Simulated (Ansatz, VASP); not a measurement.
# Cross-check of CuS between VASP and Ansatz

One calculation is typed for both programs; each brings its own data sets. How far apart do they land? The cell is taken from a series of runs on this material, whose earlier steps may have relaxed, scaled, displaced or heated it; both programs get it as it stands.

Method: plane waves, with VASP 6.6.1 beside it; single point at PBEsol, in Ansatz 0.2.0.

**1. The structure**

Symmetry: Fm-3m, No. 225, cubic system. Conventional cell: a = 4.880 Å, b = 4.880 Å, c = 4.880 Å, α = 90.00°, β = 90.00°, γ = 90.00°. Nearest to Cu lie 6 S at 2.44 Å. Nearest to S lie 6 Cu at 2.44 Å. Farther neighbours and most contacts between anions are not listed.

As a file:

```cif
data_structure
_symmetry_space_group_name_H-M 'Fm-3m'
_symmetry_Int_Tables_number 225
_cell_length_a 4.8798
_cell_length_b 4.8798
_cell_length_c 4.8798
_cell_angle_alpha 90.000
_cell_angle_beta 90.000
_cell_angle_gamma 90.000
_cell_volume 116.20
loop_
_atom_site_label
_atom_site_type_symbol
_atom_site_symmetry_multiplicity
_atom_site_Wyckoff_symbol
_atom_site_fract_x
_atom_site_fract_y
_atom_site_fract_z
_atom_site_occupancy
Cu1 Cu 4 a 0.00000 0.00000 0.00000 1
S1 S 4 b 0.50000 0.00000 0.00000 1
```

**2. VASP: single point, PBEsol**

A single point gives forces, pressure and levels at one fixed geometry, so differences don't come from the geometry; what else differs is listed under the comparison.

Lines of VASP's logs that name or quote its potential files are left out, and so is its time.

Contents of INCAR:

```
SYSTEM = CuS
PREC = Accurate
ENCUT = 600
EDIFF = 1E-06
NELM = 120
ISMEAR = 0
SIGMA = 0.1
LREAL = .FALSE.
ALGO = Normal
GGA = PS
NBANDS = 14
LASPH = .TRUE.
LORBIT = 11
LWAVE = .FALSE.
LCHARG = .FALSE.
ISIF = 2
GGA_COMPAT = .FALSE.
```

Contents of POSCAR:

```
CuS
1.0
    0.0000000000      2.4399030000      2.4399030000
    2.4399030000      0.0000000000      2.4399030000
    2.4399030000      2.4399030000      0.0000000000
Cu S
1 1
Direct
    0.0000000000      0.0000000000      0.0000000000
    0.5000000000      0.5000000000      0.5000000000
```

Contents of KPOINTS:

```
Automatic mesh
0
Gamma
6 6 6
0 0 0
```

PAW data sets: Cu and S (PBE family, release 64).

Run with:

```
> mpirun -np 1 vasp_std
```

Numbers of over 12 decimals in the logs are rounded to 6 here.

What it wrote:

```text
[banner, memory and clock lines left out]
running    1 mpi-ranks, on    1 nodes
 distrk:  each k-point on    1 cores,    1 groups
 distr:  one band on    1 cores,    1 groups

 POSCAR found type information on POSCAR CuS
 POSCAR found :  2 types and       2 ions
|                                                                             |
|               ----> ADVICE to this user running VASP <----                  |
|                                                                             |
|     You enforced a specific xc type in the INCAR file but a different       |
|     [... a line on the potential file left out ...]
|     I HOPE YOU KNOW WHAT YOU ARE DOING!                                     |
|                                                                             |

 LDA part: xc-table for (Slater+PW92), standard interpolation
 POSCAR, INCAR and KPOINTS ok, starting setup
 FFT: planning ... GRIDC
 FFT: planning ... GRID_SOFT
 FFT: planning ... GRID
 WAVECAR not read
 entering main loop
       N       E                     dE             d eps       ncg     rms          rms(c)
DAV:   1     0.101054679427E+03    0.10105E+03   -0.84332E+03   448   0.173E+03
DAV:   2    -0.266455776897E+01   -0.10372E+03   -0.94627E+02   466   0.300E+02
DAV:   3    -0.104204049241E+02   -0.77558E+01   -0.72941E+01   604   0.829E+01
DAV:   4    -0.106019574198E+02   -0.18155E+00   -0.18111E+00   526   0.117E+01
DAV:   5    -0.106074975995E+02   -0.55402E-02   -0.55392E-02   618   0.227E+00    0.125E+01
DAV:   6    -0.107565769742E+02   -0.14908E+00   -0.22600E+01   484   0.142E+02    0.989E+00
DAV:   7    -0.893872238743E+01    0.18179E+01   -0.52576E+00   544   0.875E+01    0.267E+00
DAV:   8    -0.895665568010E+01   -0.17933E-01   -0.35318E-01   668   0.125E+01    0.158E+00
DAV:   9    -0.894099982029E+01    0.15656E-01   -0.57279E-02   636   0.805E+00    0.295E-01
DAV:  10    -0.894111888895E+01   -0.11907E-03   -0.24150E-03   712   0.901E-01    0.204E-01
DAV:  11    -0.894118017525E+01   -0.61286E-04   -0.65190E-04   552   0.941E-01    0.107E-01
DAV:  12    -0.894109221607E+01    0.87959E-04   -0.22218E-04   556   0.554E-01    0.236E-02
DAV:  13    -0.894109183037E+01    0.38570E-06   -0.11719E-05   670   0.375E-02    0.258E-02
DAV:  14    -0.894109196939E+01   -0.13902E-06   -0.14699E-07   290   0.606E-03
   1 F= -.89410920E+01 E0= -.89369878E+01  d E =-.820830E-02
```

From OUTCAR (step 2):

```text
ion  position               nearest neighbor table
   1  0.000  0.000  0.000-   2 2.44   2 2.44   2 2.44   2 2.44   2 2.44   2 2.44
   2  0.500  0.500  0.500-   1 2.44   1 2.44   1 2.44   1 2.44   1 2.44   1 2.44

  LATTYP: Found a face centered cubic cell.
 ALAT       =     4.8798060000

 Subroutine GETGRP returns: Found 48 space group operations
 (whereof 48 operations were pure point group operations)

The static configuration has the point symmetry O_h .

 Found     16 irreducible k-points:

   k-points           NKPTS =     16   k-points in BZ     NKDIM =     16   number of bands    NBANDS=     14

   dimension x,y,z NGX =    28 NGY =   28 NGZ =   28
   dimension x,y,z NGXF=    56 NGYF=   56 NGZF=   56

   ENCUT  =  600.0 eV  44.10 Ry    6.64 a.u.   6.89  6.89  6.89*2*pi/ulx,y,z

   NELECT =      17.0000    total number of electrons

 k-points in reciprocal lattice and weights: Automatic mesh
   0.00000000  0.00000000  0.00000000       0.005
   0.16666667  0.00000000  0.00000000       0.037
   0.33333333  0.00000000  0.00000000       0.037
   0.50000000  0.00000000  0.00000000       0.019
   0.16666667  0.16666667  0.00000000       0.028
   0.33333333  0.16666667  0.00000000       0.111
   0.50000000  0.16666667  0.00000000       0.111
  -0.33333333  0.16666667  0.00000000       0.111
  -0.16666667  0.16666667  0.00000000       0.056
[...]
-0.33333333  0.33333333  0.16666667       0.111
  -0.33333333  0.50000000  0.16666667       0.056

 average (electrostatic) potential at core
       1 -64.2461       2 -85.0629

 E-fermi :   6.6073

 k-point     1 :       0.0000    0.0000    0.0000
  band No.  band energies     occupation
    ...
      5       3.8396      2.00000
      6       3.8396      2.00000
      7       5.9522      2.00000
      8       5.9522      2.00000
      9       5.9522      2.00000
     10      10.4430      0.00000
     11      16.4442      0.00000
     12      16.4442      0.00000
     13      16.4442      0.00000
     14      19.5575      0.00000

 k-point     2 :       0.1667    0.0000    0.0000
  band No.  band energies     occupation
    ...
      5       3.9364      2.00000
      6       3.9364      2.00000
      7       4.8120      2.00000
      8       6.5125      1.82014
      9       6.5125      1.82014
     10      11.8131      0.00000
     11      15.1801      0.00000
     12      16.0448      0.00000
     13      16.0448      0.00000
     14      17.9805      0.00000

 k-point     3 :       0.3333    0.0000    0.0000
  band No.  band energies     occupation
    ...
      3       2.6879      2.00000
      4       2.6879      2.00000
      5       4.1540      2.00000
      6       4.1540      2.00000
      7       4.5515      2.00000
      8       7.3780      0.00000
      9       7.3780      0.00000
     10      11.5527      0.00000
     11      13.9807      0.00000
     12      13.9807      0.00000
    ...

  Total       -0.8246737     -0.8246737     -0.8246737     -0.0000000     -0.0000000      0.0000000
  in kB      -45.4825765    -45.4825765    -45.4825765     -0.0000000     -0.0000000      0.0000000
  external PRESSURE =     -45.4825765 kB  Pullay stress =       0.0000000 kB

  energy-cutoff  :      600.00
  volume of cell :       29.05
      direct lattice vectors                 reciprocal lattice vectors
     0.000000000  2.439903000  2.439903000    -0.204926179  0.204926179  0.204926179
     2.439903000  0.000000000  2.439903000     0.204926179 -0.204926179  0.204926179
     2.439903000  2.439903000  0.000000000     0.204926179  0.204926179 -0.204926179

 POSITION                                       TOTAL-FORCE (eV/Angst)
 -----------------------------------------------------------------------------------
      0.00000      0.00000      0.00000        -0.000000     -0.000000      0.000000
      2.43990      2.43990      2.43990         0.000000      0.000000     -0.000000
 -----------------------------------------------------------------------------------
    total drift:                               -0.000000      0.000000      0.000000

  FREE ENERGIE OF THE ION-ELECTRON SYSTEM (eV)
  ---------------------------------------------------
  free  energy   TOTEN  =        -8.9410919694 eV

  energy  without entropy=       -8.9328836736  energy(sigma->0) =       -8.93698782

 total charge
# of ion       s       p       d       tot
------------------------------------------
    1        0.372   0.342   9.166   9.880
    2        1.345   2.280   0.000   3.626
--------------------------------------------------
tot          1.717   2.623   9.166  13.506

[... 3 further parts left out ...]
```

This run has no spin polarisation, so a moment on Cu, if there is one, isn't seen. Its electron count is odd, so without a moment it is a metal by construction. The k-mesh is coarse for a metal.

**3. Ansatz: single point, PBEsol**

Ansatz runs on norm-conserving files, of PseudoDojo where its log says so.

The same cell, functional, mesh and smearing now go to Ansatz, which takes its cutoff from its data sets.

Contents of input.yaml:

```yaml
crystal:
  lattice:
    - [0.0, 2.439903, 2.439903]
    - [2.439903, 0.0, 2.439903]
    - [2.439903, 2.439903, 0.0]
  atoms:
    - { symbol: Cu, position: [0.0, 0.0, 0.0] }
    - { symbol: S, position: [0.5, 0.5, 0.5] }
kpoints:
  mp_grid: { grid: [6, 6, 6] }
hamiltonian:
  xc: pbesol
  pseudopotentials: { kind: nc }
scf:
  occupations: { method: gaussian, width: 0.1 }
output:
  forces: true
  stress: true
  eigenvalues: true
```

Run with:

```
> ansatz run input.yaml --threads 4 --pin off --max-ram 7168MiB --backend cpu --events-out ev --progress --plain --runs-dir out
```

What it wrote:

```text
Engine: ansatz 0.2.0, aarch64-unknown-linux-gnu
Pseudopotentials: kind: nc
Pseudopotential: Cu, nc, valence charge 19, recommended cutoff 1251.723767 eV (normal), Cu.nc.azcp (PseudoDojo's, or run here from an input of PseudoDojo's: the run reads no file of this project's for it)
Pseudopotential: S, nc, valence charge 6, recommended cutoff 707.496042 eV (normal), S.nc.azcp (PseudoDojo's, or run here from an input of PseudoDojo's: the run reads no file of this project's for it)
Functional definition: PBEsol
  exchange = pbesol_x
  correlation = pbesol_c
Crystal: 2 atoms, lattice volume = 29.050 Å³
Basis set: ecut = 1251.723767 eV, 2891 PW (Γ), exchange–correlation on 80×80×80 points (8 copies of the dense FFT grid, shifted against one another)
Bands: 17, of which v1, the nominal top of the filled ones, is band 13 counted from 1 (12 counted from 0)
Symmetry: 48 space group operations
Space group: Fm-3m (ITA 225), of the structure as read, at distance tolerance 3.1e-5 Å
k-points: 16 of 216
Non-local potential: Cu, projectors of the file, l = 0: 2, l = 1: 2, l = 2: 2
Non-local potential: S, projectors of the file, l = 0: 2, l = 1: 2, l = 2: 2
Initial density: superposition of atomic densities (chi_scale 0.1, normalization cell, long waves kept (reshape's long-wave potential 0.00 eV rms))
Initial wavefunctions: pseudopotential atomic-orbital guess
Functional: x = pbesol(κ = 0.804, μ = 0.123457), c = pbesol(β = 0.046)
SCF iter   1: F=—  HF=-5455.712639 eV  |F-HF|=—  |Δ(HF+E_count)|=         —  Δρ=7.94e-2  dr2=1.30e0  ethr=3.10e-3  ⟨swp⟩=5.9  Hψ=1536  notcnv=0
preconditioner: auto → Kerker (q_TF=auto, 2.661 Å⁻¹)  [metal: Δε(μ)=0.068 eV  Ē_g=10.482 eV  σ=0.100 eV  W_gap=0.37  n_scr=14 (ndim 8)  ℏωp=28.4 eV  f_vac=0.000  D(μ)=2.93/eV (n_scr^D=50)]
SCF iter   2: F=—  HF=-5455.480698 eV  |F-HF|=—  |Δ(HF+E_count)|=   2.32e-1  Δρ=3.68e-2  dr2=1.15e-1  ethr=3.10e-3  ⟨swp⟩=2.7  Hψ=548  notcnv=0  defer=4
preconditioner: auto → none  [insulator: Δε(μ)=0.144 eV  Ē_g=10.978 eV  σ=0.100 eV  W_gap=0.69  n_scr=14 (ndim 8)  ℏωp=28.4 eV  f_vac=0.000  D(μ)=1.67/eV (n_scr^D=14)  ε∞_Penn≈7.7]
SCF iter   3: F=—  HF=-5455.456156 eV  |F-HF|=—  |Δ(HF+E_count)|=   2.45e-2  Δρ=1.30e-2  dr2=1.78e-2  ethr=4.60e-4  ⟨swp⟩=2.6  Hψ=574  notcnv=0  defer=4
SCF iter   4: F=—  HF=-5455.452755 eV  |F-HF|=—  |Δ(HF+E_count)|=   3.40e-3  Δρ=2.84e-3  dr2=8.00e-4  ethr=7.12e-5  ⟨swp⟩=1.0  Hψ=268  notcnv=0  defer=4
SCF iter   5: F=—  HF=-5455.452650 eV  |F-HF|=—  |Δ(HF+E_count)|=   1.05e-4  Δρ=3.59e-4  dr2=1.52e-5  ethr=3.20e-6  ⟨swp⟩=1.5  Hψ=321  notcnv=0  defer=4
SCF iter   6: F=—  HF=-5455.452655 eV  |F-HF|=—  |Δ(HF+E_count)|=   4.22e-6  Δρ=7.76e-5  dr2=5.44e-7  ethr=6.09e-8  ⟨swp⟩=2.1  Hψ=380  notcnv=0  defer=4
SCF iter   7: F=-5455.452655 eV  HF=-5455.452655 eV  |F-HF|=2.95e-9  |Δ(HF+E_count)|=   1.11e-7  Δρ=1.06e-5  dr2=8.32e-9  ethr=4.00e-10  ⟨swp⟩=7.1  Hψ=1376  notcnv=0
SCF 1 converged in 7 iterations: F = -5455.452655 eV  dr2 = 8.32e-9
SCF converged after 7 iterations
Free energy (F): -5455.452655 eV
Harris-Foulkes:  -5455.452655 eV  (|F-HF|=2.95e-9)
Internal energy: -5455.444752 eV  (E = F + TS)
E sigma→0 (E₀):  -5455.448703 eV
Entropy (-TS):   -0.007902 eV (-3.951 meV/atom)
Fermi energy:    11.484661 eV
--- Per-component energies (eV) ---
  E_band       = -424.818128
  E_kinetic    = 2474.474692
  E_local      = -5291.382627  (includes V_loc(G=0)·N_el)
  E_nonlocal   = -871.146418
  E_hartree    = 1999.179683
  E_xc         = -714.418303
  E_vxc        = -735.124273  (∫ρ·V_xc dr)
  E_ewald      = -3052.151779
  E_smearing   = -0.007902  (= −TS)
  E_closure    = 0.000000  (closes the sum)
  Σ components = -5455.452655   (vs F -5455.452655, Δ=0.00e0)
--- Forces (eV/Å), atoms counted from 1 ---
  atom   1  Cu    -0.00000000     0.00000000     0.00000000
  atom   2  S      0.00000000    -0.00000000     0.00000000
  max |Σ_I F_I| component: 3.94e-31 eV/Å
--- Stress (GPa, compression-positive) ---
       -5.366512      -0.000000       0.000000
       -0.000000      -5.366512      -0.000000
        0.000000      -0.000000      -5.366512
  P = ⅓ Tr σ = -5.3665 GPa (-53.665 kbar)
--- Band table (eV; the first three rows and the last of 16) ---
  k-point 0: bands = [... 9 lower, 8.7514, 10.7888, 10.7888, 10.7888, 15.2405, 21.1782, 21.1782, 21.1782]
  k-point 1: bands = [... 9 lower, 8.8482, 9.6875, 11.3684, 11.3684, 16.6189, 19.9582, 20.7843, 20.7843]
  k-point 2: bands = [... 9 lower, 9.0719, 9.4634, 12.2545, 12.2545, 16.3576, 18.7303, 18.7303, 21.0074]
  k-point 15: bands = [... 9 lower, 9.3171, 9.3829, 9.4740, 9.6951, 15.2235, 18.8753, 21.2033, 22.0361]
```

Reading the cycles: dr2 is the Hartree energy of the density residual (eV), the measure of convergence; HF is the Harris–Foulkes estimate of the energy, which meets the free energy F at convergence.

The run ends at a pressure of -5.37 GPa.

**4. Differences**

Known differences besides the potentials themselves: the data sets hold 25 valence electrons in Ansatz (on norm-conserving files, of PseudoDojo where its log says so) and 17 in VASP; the cutoff is 1251.72 eV in Ansatz and 600 eV in VASP. Total energies have different zeros and are not compared.

The two programs side by side:

```csv
quantity,Ansatz,VASP,difference
pressure (GPa),-5.37,-4.55,-0.82
```

**5. Outcome**

| Item | Value |
| --- | --- |
| difference in pressure (single point, PBEsol) | -0.82 GPa |

In words: The difference in pressure is -0.82 GPa (single point, PBEsol), within the 1 GPa picked in this series as the mark of a large difference. The data sets hold unlike numbers of valence electrons (25 in Ansatz and 17 in VASP), so part of the differences comes from the potentials. Such differences can come from data sets, numerical settings and the points named under the comparisons, not from the functional's error against experiment.

[Lines on the potential files, build, host, timing and source positions are cut from VASP's logs without a mark.]

[Logs are printed without paths, hosts, clocks, repeated set-up lines and the standing remarks that a program may print on its own settings, such as how far it seeks lower states.]

[Hosts, paths, dates, database ids (printed as entryN), source tags and the programs' standing remarks are cut or masked in the printed files.]
